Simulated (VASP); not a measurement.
Here is the system:

```
CELL_PARAMETERS angstrom
      1.77821    -3.07996     0.00000
      1.77821     3.07996     0.00000
      0.00000     0.00000     5.52227
ATOMIC_POSITIONS crystal
  Tm 0.33333 0.66667 0.25000
  Tm 0.66667 0.33333 0.75000
```

All values below come from r2SCAN meta-GGA with spin-orbit coupling, VASP's PBE PAW potentials (set 64) (plane waves; VASP 6.6.1). Run with 400 eV cut-off, 11×11×6 Γ-centred mesh, Gaussian smearing of 0.050 eV, potentials Tm_3.

The 4f electrons are frozen in the core of the lanthanide potential, so 4f levels, which can set the real gap, and their magnetism are missing.

Problem. What does the run give for the energy per atom (σ→0), band gap (over mesh and band path) with the smallest direct gap where there is one?

Solution. 
- band gap (over mesh and band path) = none (metal, semimetal or under 0.01 eV)
- energy per atom (σ→0) = -35.398 eV/atom

Total energies compare only between runs with the same potentials, cut-off and functional.

The compound is Tm in the hcp structure. It was relaxed first.
